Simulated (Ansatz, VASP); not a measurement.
## Ga14Ge17O55 (amorphous 29Ga2O3-71GeO2 (mol %)) in two plane-wave programs

Aim: how closely do two programs agree when they are given the same cell, functional and k mesh? Of the first pair: The structure shown is the start of the Ansatz relaxation below; VASP solves that cell, so the two are compared at the walk's first step.

Method: plane waves, with VASP 6.6.1 beside it; single point at PBE, in Ansatz 0.2.0.

## Step 1: The structure

The cell holds 86 atoms: 14 Ga, 17 Ge and 55 O. Its edges and angles: a = 10.758 Å, b = 10.758 Å, c = 10.758 Å, α = 90.0°, β = 90.0°, γ = 90.0°. As first built, before any earlier steps moved the atoms (in the runner's words): 86 atoms (14 Fe, 17 Ge, 55 O) placed at random at 3.93 g/cm^3, melted at 5000 K for 10 ps at fixed volume with the Morse and Coulomb pair potential with partial charges (Pedone, Malavasi, Menziani, Cormack and Segre, J. Phys. Chem. B 110, 11780 (2006)). Quenched from 5000 K to 300 K at 100 K/ps and fixed volume, held 5 ps, then minimised at fixed cell. Then Fe was replaced by Ga and the cell scaled by 1.006 (the potential has no terms for the new elements, so the cell is a start for a DFT relaxation). The cell carries charge −1.

## Step 2: Ansatz: relaxation, PBE

Ansatz runs on its default PAW (the set named soft_2) files.

The two programs are compared at the cell with which this relaxation starts, whose forces are those of its first step.

File input.yaml:

```yaml
crystal:
  lattice:
    - [10.75796, 0.0, 0.0]
    - [0.0, 10.75796, 0.0]
    - [0.0, 0.0, 10.75796]
  atoms:
    - { symbol: Ga, position: [0.02661, 0.93136, 0.87939] }
    - { symbol: Ga, position: [0.09115, 0.20114, 0.53201] }
    - { symbol: Ga, position: [0.78464, 0.0831, 0.8966] }
    - { symbol: Ga, position: [0.96568, 0.15244, 0.09464] }
    - { symbol: Ga, position: [0.89384, 0.1121, 0.36253] }
    - { symbol: Ga, position: [0.10962, 0.32016, 0.24479] }
    - { symbol: Ga, position: [0.09116, 0.92323, 0.32863] }
    - { symbol: Ga, position: [0.05097, 0.24322, 0.83678] }
    - { symbol: Ga, position: [0.48836, 0.40734, 0.1872] }
    - { symbol: Ga, position: [0.61472, 0.71002, 0.29891] }
    - { symbol: Ga, position: [0.05641, 0.59506, 0.1689] }
    - { symbol: Ga, position: [0.84749, 0.80693, 0.36901] }
    - { symbol: Ga, position: [0.86998, 0.87048, 0.11606] }
    - { symbol: Ga, position: [0.27666, 0.49572, 0.01514] }
    - { symbol: Ge, position: [0.22799, 0.81386, 0.07356] }
    - { symbol: Ge, position: [0.57712, 0.53552, 0.93025] }
    - { symbol: Ge, position: [0.36858, 0.53639, 0.71902] }
    - { symbol: Ge, position: [0.37101, 0.76025, 0.50638] }
    - { symbol: Ge, position: [0.66196, 0.14407, 0.18845] }
    - { symbol: Ge, position: [0.77111, 0.50658, 0.27955] }
    - { symbol: Ge, position: [0.6673, 0.81407, 0.88072] }
    - { symbol: Ge, position: [0.33972, 0.34499, 0.45534] }
    - { symbol: Ge, position: [0.3495, 0.07408, 0.5714] }
    - { symbol: Ge, position: [0.46505, 0.96785, 0.03006] }
    - { symbol: Ge, position: [0.7874, 0.32786, 0.53026] }
    - { symbol: Ge, position: [0.27098, 0.20435, 0.02799] }
    - { symbol: Ge, position: [0.62257, 0.13935, 0.69868] }
    - { symbol: Ge, position: [0.81944, 0.88086, 0.66333] }
    - { symbol: Ge, position: [0.09288, 0.63865, 0.45782] }
    - { symbol: Ge, position: [0.9693, 0.48208, 0.69852] }
    - { symbol: Ge, position: [0.85936, 0.44028, 0.98022] }
    - { symbol: O, position: [0.0219, 0.78533, 0.42351] }
    - { symbol: O, position: [0.79493, 0.89808, 0.95034] }
    - { symbol: O, position: [0.92129, 0.94872, 0.27617] }
    - { symbol: O, position: [0.65028, 0.25382, 0.58206] }
    - { symbol: O, position: [0.78542, 0.11852, 0.07387] }
    - { symbol: O, position: [0.70767, 0.77308, 0.72777] }
    - { symbol: O, position: [0.65477, 0.1901, 0.8506] }
    - { symbol: O, position: [0.7281, 0.82052, 0.22836] }
    - { symbol: O, position: [0.79555, 0.89409, 0.50532] }
    - { symbol: O, position: [0.26309, 0.52783, 0.84395] }
    - { symbol: O, position: [0.17238, 0.31693, 0.41424] }
    - { symbol: O, position: [0.04253, 0.53892, 0.33738] }
    - { symbol: O, position: [0.97807, 0.73859, 0.13049] }
    - { symbol: O, position: [0.12191, 0.43932, 0.11688] }
    - { symbol: O, position: [0.40573, 0.43168, 0.33718] }
    - { symbol: O, position: [0.21631, 0.64782, 0.0974] }
    - { symbol: O, position: [0.95202, 0.23872, 0.24666] }
    - { symbol: O, position: [0.34548, 0.33535, 0.09326] }
    - { symbol: O, position: [0.99355, 0.98611, 0.0482] }
    - { symbol: O, position: [0.3181, 0.91928, 0.516] }
    - { symbol: O, position: [0.1729, 0.85541, 0.92419] }
    - { symbol: O, position: [0.8226, 0.45684, 0.6265] }
    - { symbol: O, position: [0.45884, 0.52267, 0.04526] }
    - { symbol: O, position: [0.20962, 0.13301, 0.63672] }
    - { symbol: O, position: [0.76214, 0.37584, 0.37523] }
    - { symbol: O, position: [0.15063, 0.17648, 0.13933] }
    - { symbol: O, position: [0.2522, 0.66958, 0.43385] }
    - { symbol: O, position: [0.54547, 0.03, 0.15829] }
    - { symbol: O, position: [0.75074, 0.02683, 0.71601] }
    - { symbol: O, position: [0.04484, 0.33332, 0.68999] }
    - { symbol: O, position: [0.93987, 0.29485, 0.97228] }
    - { symbol: O, position: [0.06284, 0.0672, 0.41984] }
    - { symbol: O, position: [0.87149, 0.49697, 0.14129] }
    - { symbol: O, position: [0.55284, 0.93118, 0.89403] }
    - { symbol: O, position: [0.64533, 0.68047, 0.97006] }
    - { symbol: O, position: [0.21104, 0.89252, 0.21799] }
    - { symbol: O, position: [0.70131, 0.428, 0.94603] }
    - { symbol: O, position: [0.0577, 0.59226, 0.61394] }
    - { symbol: O, position: [0.50453, 0.7591, 0.41377] }
    - { symbol: O, position: [0.20724, 0.26293, 0.89103] }
    - { symbol: O, position: [0.94154, 0.52478, 0.85883] }
    - { symbol: O, position: [0.39555, 0.82537, 0.06758] }
    - { symbol: O, position: [0.96451, 0.85792, 0.73438] }
    - { symbol: O, position: [0.35602, 0.0768, 0.97577] }
    - { symbol: O, position: [0.38457, 0.6905, 0.65641] }
    - { symbol: O, position: [0.78043, 0.63972, 0.38032] }
    - { symbol: O, position: [0.61411, 0.29672, 0.16547] }
    - { symbol: O, position: [0.96047, 0.09643, 0.836] }
    - { symbol: O, position: [0.33776, 0.41917, 0.60325] }
    - { symbol: O, position: [0.47884, 0.06489, 0.67408] }
    - { symbol: O, position: [0.90943, 0.21454, 0.51473] }
    - { symbol: O, position: [0.72411, 0.11302, 0.3352] }
    - { symbol: O, position: [0.39422, 0.18774, 0.4565] }
    - { symbol: O, position: [0.52286, 0.50956, 0.77834] }
    - { symbol: O, position: [0.61639, 0.5469, 0.22922] }
total_charge: -1
kpoints:
  mp_grid: { grid: [1, 1, 1] }
hamiltonian:
  xc: pbe
scf:
  occupations: { method: fermi_dirac, width: 0.01 }
  lower_state_search: "off"
output:
  forces: true
magnetization:
  spin_polarized: true
  initial_magnetization: 1
relax:
  f_tol: 0.05
  max_steps: 90
```

The run is started by

```
$ ansatz run input.yaml --threads 4 --pin off --max-ram 8192MiB --backend cpu --events-out ev --progress --plain --runs-dir out
```

Numbers of over 12 decimals in the logs are rounded to 6 here.

The program printed:

```text
Engine: ansatz 0.2.0, x86_64-unknown-linux-gnu
Pseudopotentials: kind: paw
Pseudopotential: Ga, paw, valence charge 13, recommended cutoff 420 eV (normal), Ga.paw.azcp
Pseudopotential: Ge, paw, valence charge 14, recommended cutoff 420 eV (normal), Ge.paw.azcp
Pseudopotential: O, paw, valence charge 6, recommended cutoff 420 eV (normal), O.paw.azcp
Functional definition: PBE
  parameter kappa = 0.804
  parameter beta = 0.066725
  exchange = pbe_x(kappa = kappa, mu = beta*pi^2/3)
  correlation = pbe_c(beta = beta)
Crystal: 86 atoms, lattice volume = 1245.059 Å³
Basis set: ecut = 420 eV, 24303 PW (Γ), exchange–correlation on 144×144×144 points (8 copies of the dense FFT grid, shifted against one another)
Bands: 462, of which v1, the nominal top of the filled ones, is band 376 counted from 1 (375 counted from 0)
Symmetry: 1 space group operations
Space group: P1 (ITA 1), of the structure as read, at distance tolerance 1.1e-4 Å
Magnetic group: BNS 1.1 (UNI 1), of the structure as read, at distance tolerance 1.1e-4 Å
k-points: 1
Non-local potential: Ga, projectors of the file, l = 0: 2, l = 1: 2, l = 2: 3, l = 3: 1
Non-local potential: Ge, projectors of the file, l = 0: 2, l = 1: 2, l = 2: 3, l = 3: 1
Non-local potential: O, projectors of the file, l = 0: 2, l = 1: 2, l = 2: 1
PAW form: soft (Blöchl's): semilocal exchange-correlation on the pseudo side does not see the compensation charge
PAW one-centre angular grid: Ga, 590 points (default); XC on 64 Gauss nodes
PAW one-centre angular grid: Ge, 590 points (default); XC on 64 Gauss nodes
PAW one-centre angular grid: O, 110 points (default); XC on 64 Gauss nodes
Initial density: superposition of atomic densities (chi_scale 0.1, normalization cell, long waves kept (reshape's long-wave potential 0.82 eV rms))
Starting moments: Σ|m| = 1 μB on 86 of 86 sites
Initial wavefunctions: pseudopotential atomic-orbital guess
Functional: x = pbe(κ = 0.804, μ = 0.219515), c = pbe(β = 0.066725)
SCF iter   1: F=—  HF=-157200.467480 eV  |F-HF|=—  |Δ(HF+E_count)|=         —  Δρ=4.59e-2 (↑4.42e-2 ↓4.59e-2)  dr2=7.57e1  dr2_m=2.02e-2  M=1.000 μB ∫|m|=1.054 μB  β_m=1.00  ethr=3.10e-3  ⟨swp⟩=6.0  Hψ=3448  notcnv=0  defer=56
preconditioner: auto → Resta (q_TF=auto, 2.508 Å⁻¹)  ε∞=3.1  [insulator: Δε(μ)=1.569 eV  Ē_g=20.061 eV  σ=0.010 eV  W_gap=1.00  n_scr=340 (ndim 8)  ℏωp=28.8 eV  f_vac=0.149  D(μ)=0.00/eV (n_scr^D=0)  ε∞_Penn≈3.1]
spin=Collinear: Resta preconditioning applied to the charge; magnetization (m = ρ↑ − ρ↓) channel mixes plain (no charge-response kernel on spin).
SCF iter   2: F=—  HF=-157185.042627 eV  |F-HF|=—  |Δ(HF+E_count)|=         —  Δρ=2.80e-2 (↑2.80e-2 ↓2.80e-2)  dr2=2.72e1  dr2_m=1.79e-3  M=0.722 μB ∫|m|=0.819 μB  β_m=0.30  ethr=3.10e-3  ⟨swp⟩=2.5  Hψ=1665  notcnv=0  defer=160
Mixer restart at iter 2: flushing history
SCF iter   3: F=—  HF=-157180.516760 eV  |F-HF|=—  |Δ(HF+E_count)|=    4.53e0  Δρ=1.94e-2 (↑1.94e-2 ↓1.93e-2)  dr2=1.23e1  dr2_m=1.92e-3  M=0.685 μB ∫|m|=0.772 μB  β_m=0.30  ethr=3.10e-3  ⟨swp⟩=3.0  Hψ=779  notcnv=0  defer=160
SCF iter   4: F=—  HF=-157177.252990 eV  |F-HF|=—  |Δ(HF+E_count)|=    3.26e0  Δρ=5.90e-3 (↑5.90e-3 ↓5.69e-3)  dr2=9.79e-1  dr2_m=2.44e-3  M=0.637 μB ∫|m|=0.722 μB  β_m=0.30  ethr=1.64e-3  ⟨swp⟩=3.0  Hψ=1783  notcnv=0  defer=160
SCF iter   5: F=—  HF=-157177.168087 eV  |F-HF|=—  |Δ(HF+E_count)|=   8.49e-2  Δρ=1.75e-3 (↑1.68e-3 ↓1.75e-3)  dr2=1.37e-1  dr2_m=1.42e-3  M=0.633 μB ∫|m|=0.715 μB  β_m=0.30  ethr=1.30e-4  ⟨swp⟩=3.0  Hψ=1252  notcnv=0  defer=160
SCF iter   6: F=—  HF=-157177.233481 eV  |F-HF|=—  |Δ(HF+E_count)|=   6.54e-2  Δρ=1.33e-3 (↑1.25e-3 ↓1.33e-3)  dr2=5.49e-2  dr2_m=7.67e-4  M=0.638 μB ∫|m|=0.718 μB  β_m=0.30  ethr=1.83e-5  ⟨swp⟩=3.0  Hψ=1496  notcnv=0  defer=160
SCF iter   7: F=—  HF=-157177.275844 eV  |F-HF|=—  |Δ(HF+E_count)|=   4.24e-2  Δρ=4.42e-4 (↑3.89e-4 ↓4.42e-4)  dr2=6.15e-3  dr2_m=3.83e-4  M=0.638 μB ∫|m|=0.718 μB  β_m=0.30  ethr=7.31e-6  ⟨swp⟩=2.0  Hψ=1252  notcnv=0  defer=160
SCF iter   8: F=—  HF=-157177.279378 eV  |F-HF|=—  |Δ(HF+E_count)|=   3.53e-3  Δρ=2.24e-4 (↑2.24e-4 ↓2.23e-4)  dr2=1.78e-3  dr2_m=2.12e-4  M=0.642 μB ∫|m|=0.721 μB  β_m=0.30  ethr=8.18e-7  ⟨swp⟩=2.0  Hψ=1506  notcnv=0  defer=160
Mixer restart at iter 8: flushing history
spin-set hold released at iteration 8 (site moments contracting): the magnetisation degrees of freedom join the quasi-Newton model from the next iteration; the mixer history was flushed
SCF iter   9: F=—  HF=-157177.280309 eV  |F-HF|=—  |Δ(HF+E_count)|=   9.32e-4  Δρ=1.66e-4 (↑1.66e-4 ↓1.62e-4)  dr2=9.72e-4  dr2_m=1.19e-4  M=0.647 μB ∫|m|=0.726 μB  β_m=0.65  ethr=2.36e-7  ⟨swp⟩=2.0  Hψ=766  notcnv=0  defer=160
SCF iter  10: F=—  HF=-157177.282104 eV  |F-HF|=—  |Δ(HF+E_count)|=   1.79e-3  Δρ=5.06e-5 (↑5.06e-5 ↓4.51e-5)  dr2=1.09e-4  dr2_m=4.98e-6  M=0.669 μB ∫|m|=0.750 μB  β_m=0.72  ethr=1.29e-7  ⟨swp⟩=2.0  Hψ=1304  notcnv=0  defer=160
[...]
atom  58  O     -0.00619016    -0.00023600     0.00065915
  atom  59  O     -0.00644201     0.00148410     0.00332349
  atom  60  O      0.00679247     0.00174735     0.00769209
  atom  61  O     -0.00127694     0.00140201    -0.00103480
  atom  62  O     -0.01269197    -0.01025524    -0.02146163
  atom  63  O      0.00224639    -0.00686245    -0.00025933
  atom  64  O      0.00156010     0.00167046     0.00461348
  atom  65  O      0.00014582    -0.00293819    -0.00206392
  atom  66  O     -0.00410187    -0.01455506    -0.00108554
  atom  67  O      0.00116848     0.00469976    -0.00051980
  atom  68  O      0.00279320     0.00375336     0.00529457
  atom  69  O     -0.00107790    -0.00085936    -0.00547182
  atom  70  O      0.00170025     0.00237454    -0.00044743
  atom  71  O      0.00157894     0.00774085     0.01226986
  atom  72  O      0.00252078     0.00009107     0.00813033
  atom  73  O     -0.00544739     0.00025514    -0.00012303
  atom  74  O      0.00486787    -0.00050738     0.00295904
  atom  75  O     -0.02009621     0.01528480     0.01039315
  atom  76  O     -0.00269551     0.00799509     0.00466984
  atom  77  O      0.00164257    -0.00909441    -0.00301289
  atom  78  O      0.00900348     0.00614118    -0.00090527
  atom  79  O      0.00539089     0.00308961     0.00572980
  atom  80  O     -0.00272516    -0.00102706     0.00737800
  atom  81  O      0.00065533    -0.00140404    -0.00217574
  atom  82  O     -0.00161065    -0.00329241     0.00044231
  atom  83  O      0.00390505     0.00109218     0.00107784
  atom  84  O     -0.00437714    -0.00519530    -0.00068860
  atom  85  O      0.00235967     0.00147062     0.00445206
  atom  86  O      0.00412611    -0.00207476     0.00302431
  max |Σ_I F_I| component: 4.69e-5 eV/Å
--- Relaxed structure (8 steps of the walk, 7 accepted, 0 SCFs on fresh bases) ---
  F+E_penalty+E_count = -157177.32742377 eV   max|allowed force component| = 2.849e-2 eV/Å
  atoms:
    - { symbol: Ga, position: [0.027327, 0.931994, 0.878030] }
    - { symbol: Ga, position: [0.089686, 0.203472, 0.535479] }
    - { symbol: Ga, position: [0.785856, 0.083759, 0.897315] }
    - { symbol: Ga, position: [0.965880, 0.154594, 0.095681] }
    - { symbol: Ga, position: [0.893109, 0.113338, 0.363589] }
    - { symbol: Ga, position: [0.108196, 0.322874, 0.246565] }
    - { symbol: Ga, position: [0.092650, 0.925759, 0.330240] }
    - { symbol: Ga, position: [0.051963, 0.242184, 0.836492] }
    - { symbol: Ga, position: [0.489662, 0.408363, 0.188129] }
    - { symbol: Ga, position: [0.615697, 0.710278, 0.298249] }
    - { symbol: Ga, position: [0.052689, 0.593813, 0.164462] }
    - { symbol: Ga, position: [0.847902, 0.808751, 0.369598] }
    - { symbol: Ga, position: [0.871980, 0.872028, 0.115293] }
    - { symbol: Ga, position: [0.276599, 0.495185, 0.015579] }
    - { symbol: Ge, position: [0.224623, 0.812904, 0.074327] }
    - { symbol: Ge, position: [0.578874, 0.534579, 0.929988] }
    - { symbol: Ge, position: [0.368830, 0.536715, 0.718980] }
    - { symbol: Ge, position: [0.370683, 0.760068, 0.503824] }
    - { symbol: Ge, position: [0.661093, 0.142189, 0.188714] }
    - { symbol: Ge, position: [0.773003, 0.507391, 0.282909] }
    - { symbol: Ge, position: [0.667272, 0.813954, 0.880789] }
    - { symbol: Ge, position: [0.339677, 0.344482, 0.455813] }
    - { symbol: Ge, position: [0.347488, 0.072789, 0.571634] }
    - { symbol: Ge, position: [0.463707, 0.965655, 0.030872] }
    - { symbol: Ge, position: [0.784063, 0.327083, 0.532689] }
    - { symbol: Ge, position: [0.270500, 0.204561, 0.030964] }
    - { symbol: Ge, position: [0.619628, 0.137757, 0.701359] }
    - { symbol: Ge, position: [0.819446, 0.881709, 0.663601] }
    - { symbol: Ge, position: [0.094305, 0.637750, 0.453915] }
    - { symbol: Ge, position: [0.972204, 0.481741, 0.696643] }
    - { symbol: Ge, position: [0.862367, 0.442038, 0.979195] }
    - { symbol: O, position: [0.022870, 0.784988, 0.420891] }
    - { symbol: O, position: [0.794630, 0.898816, 0.949828] }
    - { symbol: O, position: [0.922625, 0.950391, 0.275929] }
    - { symbol: O, position: [0.646618, 0.254124, 0.586474] }
    - { symbol: O, position: [0.785635, 0.117620, 0.075248] }
    - { symbol: O, position: [0.707430, 0.773555, 0.727243] }
    - { symbol: O, position: [0.652229, 0.187396, 0.853711] }
    - { symbol: O, position: [0.731335, 0.819355, 0.227056] }
    - { symbol: O, position: [0.797412, 0.897508, 0.505377] }
    - { symbol: O, position: [0.263536, 0.527648, 0.844160] }
    - { symbol: O, position: [0.171791, 0.318613, 0.415909] }
    - { symbol: O, position: [0.040819, 0.537980, 0.334145] }
    - { symbol: O, position: [0.984659, 0.742717, 0.123352] }
    - { symbol: O, position: [0.120334, 0.438011, 0.113934] }
    - { symbol: O, position: [0.407408, 0.431594, 0.338689] }
    - { symbol: O, position: [0.215962, 0.646664, 0.098539] }
    - { symbol: O, position: [0.950388, 0.240915, 0.247764] }
    - { symbol: O, position: [0.345054, 0.335963, 0.095709] }
    - { symbol: O, position: [0.993663, 0.989028, 0.046182] }
    - { symbol: O, position: [0.315232, 0.918645, 0.513694] }
    - { symbol: O, position: [0.173307, 0.855895, 0.923578] }
    - { symbol: O, position: [0.823599, 0.455668, 0.628049] }
    - { symbol: O, position: [0.460008, 0.521874, 0.044715] }
    - { symbol: O, position: [0.208565, 0.131431, 0.638480] }
[...]
- { symbol: O, position: [0.960400, 0.095742, 0.831702] }
    - { symbol: O, position: [0.339404, 0.417957, 0.604309] }
    - { symbol: O, position: [0.476849, 0.061663, 0.674515] }
    - { symbol: O, position: [0.906583, 0.214368, 0.515933] }
    - { symbol: O, position: [0.723055, 0.112545, 0.335920] }
    - { symbol: O, position: [0.392841, 0.186433, 0.456825] }
    - { symbol: O, position: [0.523505, 0.510855, 0.777815] }
    - { symbol: O, position: [0.617765, 0.546854, 0.229781] }
```

Reading the cycles: dr2 is the Hartree energy of the density residual (eV), the measure of convergence; HF is the Harris–Foulkes estimate of the energy, which meets the free energy F at convergence.

(Part 1 of 3 ends here.)

[Lines on the potential files, build, host, timing and source positions are cut from VASP's logs without a mark.]

[Logs are printed without paths, hosts, clocks, repeated set-up lines and the standing remarks that a program may print on its own settings, such as how far it seeks lower states.]

[Hosts, paths, dates, database ids (printed as entryN), source tags and the programs' standing remarks are cut or masked in the printed files.]
